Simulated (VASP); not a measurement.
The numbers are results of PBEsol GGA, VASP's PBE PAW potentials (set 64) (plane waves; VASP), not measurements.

The input files of a VASP run:

POSCAR:
```
SnO
1
    3.4959043102     0.0000000000     0.0000000000
    0.0000000000     3.4959043102     0.0000000000
    0.0000000000    -0.0000000000     3.8986011721
Sn O
2 2
Direct
  0.5000000000   0.0000000000   0.7011418351
  0.0000000000   0.5000000000   0.2988581649
  0.5000000000   0.5000000000   0.0000000000
  0.0000000000   0.0000000000   0.0000000000
```

File KPOINTS:
```
Automatic mesh
0
Gamma
9 9 8
0 0 0
```

### INCAR
```
LREAL=.FALSE.   # projection in real space or not
ISMEAR=1   # Methfessel-Paxton
NELM=100   # most electronic steps
ALGO=Normal   # blocked Davidson
IBRION=2   # conjugate gradients
LMAXMIX=4   # l cut-off of mixed one-centre charges
EDIFFG=-0.02
GGA=PS
LASPH=.TRUE.   # aspherical one-centre terms
SYSTEM=SnO
LCHARG=.FALSE.
SIGMA=0.1
EDIFF=1E-6   # SCF stop (eV)
LWAVE=.FALSE.
ISIF=3   # ions, shape and volume
PSTRESS=450
ENCUT=620   # plane-wave cut-off (eV)
PREC=Accurate
NSW=40
```

POTCAR, in this order: Sn_d O (PBE.64 set). Program: vasp_std.

Task: What will the output report for the number of irreducible k-points (NKPTS), largest plane-wave count, number of space-group operations, FFT grid (NGX, NGY, NGZ)?

Result: 
The number of irreducible k-points (NKPTS) comes out as 75 and the largest plane-wave count is 1696. The number of space-group operations comes out as 16 and the FFT grid (NGX, NGY, NGZ) is 28 × 28 × 32.

The compound is SnO in the litharge structure. It was relaxed first under an external pressure of 45 GPa.
